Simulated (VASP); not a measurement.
Consider the following.

```
NaI
1.0
    0.00000     3.23500     3.23500
    3.23500     0.00000     3.23500
    3.23500     3.23500     0.00000
Na I
1 1
Direct
  0.00000   0.00000   0.00000
  0.50000   0.50000   0.50000
```

The numbers are results of G0W0 on PBE orbitals, VASP's PBE PAW potentials (set 64) (plane waves; VASP 6.6.1), not measurements. Numerical set-up: PREC = Normal, 500 eV cut-off, 4×4×4 Γ-centred mesh, Gaussian smearing of 0.010 eV, potentials Na_sv_GW I_GW.

The mesh is coarse and the basis finite, so the quasiparticle values are not converged.

NBANDS = 64, ENCUTGW = 150 eV, NOMEGA = 64. The PBE levels (eV) that the step starts from are:

| state | KS energy | filling |
|---|---|---|
| k1 (0.00, 0.00, 0.00), band 5 | -10.23 | 2 |
| k1 (0.00, 0.00, 0.00), band 6 | 0.79 | 2 |
| k1 (0.00, 0.00, 0.00), band 7 | 0.79 | 2 |
| k1 (0.00, 0.00, 0.00), band 8 | 0.79 | 2 |
| k1 (0.00, 0.00, 0.00), band 9 | 4.43 | 0 |
| k1 (0.00, 0.00, 0.00), band 10 | 8.75 | 0 |
| k1 (0.00, 0.00, 0.00), band 11 | 8.75 | 0 |
| k1 (0.00, 0.00, 0.00), band 12 | 8.75 | 0 |
| k5 (0.50, 0.25, 0.00), band 5 | -9.88 | 2 |
| k5 (0.50, 0.25, 0.00), band 6 | -1.02 | 2 |
| k5 (0.50, 0.25, 0.00), band 7 | -0.13 | 2 |
| k5 (0.50, 0.25, 0.00), band 8 | 0.26 | 2 |
| k5 (0.50, 0.25, 0.00), band 9 | 6.28 | 0 |
| k5 (0.50, 0.25, 0.00), band 10 | 7.51 | 0 |
| k5 (0.50, 0.25, 0.00), band 11 | 8.65 | 0 |
| k5 (0.50, 0.25, 0.00), band 12 | 9.52 | 0 |
| k7 (0.50, 0.50, 0.00), band 5 | -9.84 | 2 |
| k7 (0.50, 0.50, 0.00), band 6 | -1.11 | 2 |
| k7 (0.50, 0.50, 0.00), band 7 | 0.05 | 2 |
| k7 (0.50, 0.50, 0.00), band 8 | 0.05 | 2 |
| k7 (0.50, 0.50, 0.00), band 9 | 5.29 | 0 |
| k7 (0.50, 0.50, 0.00), band 10 | 6.35 | 0 |
| k7 (0.50, 0.50, 0.00), band 11 | 10.67 | 0 |
| k7 (0.50, 0.50, 0.00), band 12 | 12.10 | 0 |

**Question.** Give the quasiparticle energies and renormalisation factors Z.

**Answer.** 
| state | QP energy (eV) | Z |
|---|---|---|
| k1 (0.00, 0.00, 0.00), band 5 | -11.26 | 0.73 |
| k1 (0.00, 0.00, 0.00), band 6 | -0.35 | 0.79 |
| k1 (0.00, 0.00, 0.00), band 7 | -0.35 | 0.79 |
| k1 (0.00, 0.00, 0.00), band 8 | -0.35 | 0.79 |
| k1 (0.00, 0.00, 0.00), band 9 | 5.26 | 0.82 |
| k1 (0.00, 0.00, 0.00), band 10 | 9.53 | 0.81 |
| k1 (0.00, 0.00, 0.00), band 11 | 9.53 | 0.81 |
| k1 (0.00, 0.00, 0.00), band 12 | 9.53 | 0.81 |
| k5 (0.50, 0.25, 0.00), band 5 | -10.84 | 0.75 |
| k5 (0.50, 0.25, 0.00), band 6 | -2.42 | 0.77 |
| k5 (0.50, 0.25, 0.00), band 7 | -1.42 | 0.78 |
| k5 (0.50, 0.25, 0.00), band 8 | -0.97 | 0.78 |
| k5 (0.50, 0.25, 0.00), band 9 | 7.12 | 0.81 |
| k5 (0.50, 0.25, 0.00), band 10 | 8.32 | 0.81 |
| k5 (0.50, 0.25, 0.00), band 11 | 9.46 | 0.80 |
| k5 (0.50, 0.25, 0.00), band 12 | 10.46 | 0.80 |
| k7 (0.50, 0.50, 0.00), band 5 | -10.79 | 0.75 |
| k7 (0.50, 0.50, 0.00), band 6 | -2.54 | 0.77 |
| k7 (0.50, 0.50, 0.00), band 7 | -1.22 | 0.78 |
| k7 (0.50, 0.50, 0.00), band 8 | -1.22 | 0.78 |
| k7 (0.50, 0.50, 0.00), band 9 | 6.19 | 0.82 |
| k7 (0.50, 0.50, 0.00), band 10 | 6.91 | 0.82 |
| k7 (0.50, 0.50, 0.00), band 11 | 11.52 | 0.78 |
| k7 (0.50, 0.50, 0.00), band 12 | 13.01 | 0.78 |
On the mesh the gap opens from 3.64 to 5.61 eV.

The compound is NaI in the rock salt structure. The cell was not relaxed at this level. The k-mesh is coarse (spacing up to 0.42 per Å, 2π included), so the numbers may not be converged in it.
